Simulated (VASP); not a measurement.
Input:

```yaml
crystal:
  lattice:
    - [8.75833, 0.00000, 0.00000]
    - [0.00000, 8.75833, 0.00000]
    - [0.00000, 0.00000, 8.75833]
  atoms:
    - { symbol: Si, position: [0.49978, 0.99985, 0.99987] }
    - { symbol: Si, position: [0.74962, 0.24987, 0.00058] }
    - { symbol: Si, position: [0.74957, 0.00049, 0.24999] }
    - { symbol: Si, position: [0.99978, 0.99971, 0.99979] }
    - { symbol: Si, position: [0.24980, 0.24982, 0.99907] }
    - { symbol: Si, position: [0.49973, 0.49972, 0.99972] }
    - { symbol: Si, position: [0.74965, 0.74963, 0.99919] }
    - { symbol: Si, position: [0.24981, 0.99902, 0.24984] }
    - { symbol: Si, position: [0.49581, 0.25255, 0.25254] }
    - { symbol: Si, position: [0.74679, 0.50350, 0.25262] }
    - { symbol: Si, position: [0.49975, 0.99962, 0.49977] }
    - { symbol: Si, position: [0.74682, 0.25249, 0.50364] }
    - { symbol: Si, position: [0.74971, 0.99910, 0.74975] }
    - { symbol: Si, position: [0.99975, 0.49973, 0.99982] }
    - { symbol: Si, position: [0.24999, 0.74953, 0.00034] }
    - { symbol: Si, position: [0.99895, 0.24982, 0.24991] }
    - { symbol: Si, position: [0.25248, 0.49591, 0.25249] }
    - { symbol: Si, position: [0.50352, 0.74695, 0.25256] }
    - { symbol: Si, position: [0.99979, 0.99973, 0.49979] }
    - { symbol: Si, position: [0.25251, 0.25241, 0.49591] }
    - { symbol: Si, position: [0.74714, 0.74698, 0.49608] }
    - { symbol: Si, position: [0.25000, 0.00032, 0.74963] }
    - { symbol: Si, position: [0.50356, 0.25244, 0.74703] }
    - { symbol: Si, position: [0.74707, 0.49595, 0.74707] }
    - { symbol: Si, position: [0.00037, 0.74957, 0.24985] }
    - { symbol: Si, position: [0.99973, 0.49962, 0.49975] }
    - { symbol: Si, position: [0.25246, 0.74691, 0.50348] }
    - { symbol: Si, position: [0.00039, 0.24980, 0.74965] }
    - { symbol: Si, position: [0.25259, 0.50340, 0.74686] }
    - { symbol: Si, position: [0.49608, 0.74698, 0.74701] }
    - { symbol: Si, position: [0.99920, 0.74954, 0.74971] }
    - { symbol: C, position: [0.62446, 0.12741, 0.12748] }
    - { symbol: C, position: [0.87207, 0.37501, 0.12746] }
    - { symbol: C, position: [0.87208, 0.12733, 0.37512] }
    - { symbol: C, position: [0.12477, 0.12482, 0.12491] }
    - { symbol: C, position: [0.37450, 0.37456, 0.12413] }
    - { symbol: C, position: [0.62486, 0.62488, 0.12423] }
    - { symbol: C, position: [0.87458, 0.87465, 0.12496] }
    - { symbol: C, position: [0.37454, 0.12403, 0.37456] }
    - { symbol: C, position: [0.61056, 0.38880, 0.38888] }
    - { symbol: C, position: [0.87529, 0.62482, 0.37460] }
    - { symbol: C, position: [0.62491, 0.12403, 0.62497] }
    - { symbol: C, position: [0.87527, 0.37451, 0.62493] }
    - { symbol: C, position: [0.87463, 0.12485, 0.87471] }
    - { symbol: C, position: [0.12732, 0.62451, 0.12731] }
    - { symbol: C, position: [0.37496, 0.87213, 0.12731] }
    - { symbol: C, position: [0.12414, 0.37449, 0.37455] }
    - { symbol: C, position: [0.38863, 0.61078, 0.38867] }
    - { symbol: C, position: [0.62498, 0.87520, 0.37465] }
    - { symbol: C, position: [0.12737, 0.12724, 0.62456] }
    - { symbol: C, position: [0.38873, 0.38860, 0.61076] }
    - { symbol: C, position: [0.61096, 0.61087, 0.61094] }
    - { symbol: C, position: [0.87233, 0.87218, 0.62466] }
    - { symbol: C, position: [0.37499, 0.12726, 0.87219] }
    - { symbol: C, position: [0.62500, 0.37451, 0.87536] }
    - { symbol: C, position: [0.87225, 0.62454, 0.87227] }
    - { symbol: C, position: [0.12725, 0.87210, 0.37497] }
    - { symbol: C, position: [0.12421, 0.62480, 0.62489] }
    - { symbol: C, position: [0.37461, 0.87512, 0.62488] }
    - { symbol: C, position: [0.12727, 0.37493, 0.87214] }
    - { symbol: C, position: [0.37464, 0.62482, 0.87512] }
    - { symbol: C, position: [0.62460, 0.87226, 0.87230] }
    - { symbol: C, position: [0.12496, 0.87456, 0.87462] }
    - { symbol: N, position: [0.49969, 0.49965, 0.49975] }
```
Cell charge +1.

Level of theory: HSE06 screened hybrid, VASP's PBE PAW potentials (set 64) (plane waves; VASP 6.6.1). Numerical set-up: PREC = Normal, LREAL = Auto, ISYM = 0, NELECT = 256.0, EDIFF = 1E-5, 400 eV cut-off, 1×1×1 Γ-centred mesh, Gaussian smearing of 0.050 eV, potentials Si C N.

The cell is charged, with a uniform compensating background. The supercell is sampled at Γ alone, which is coarse: total energies, pressure and levels can be off, energies of defects by several tenths of an eV.

Q: What does the run give for the energy per atom (σ→0)?

A: 
```yaml
energy per atom (σ→0): -8.786 eV/atom
```

The absolute energy has meaning only against runs of the same code, potentials and settings.

The cell is a supercell with a defect, built from SiC (zinc blende): N_Si, charge +1. The cell's shape comes from a PBE relaxation. The run is not spin-polarised, so no state with unpaired spins was tried.
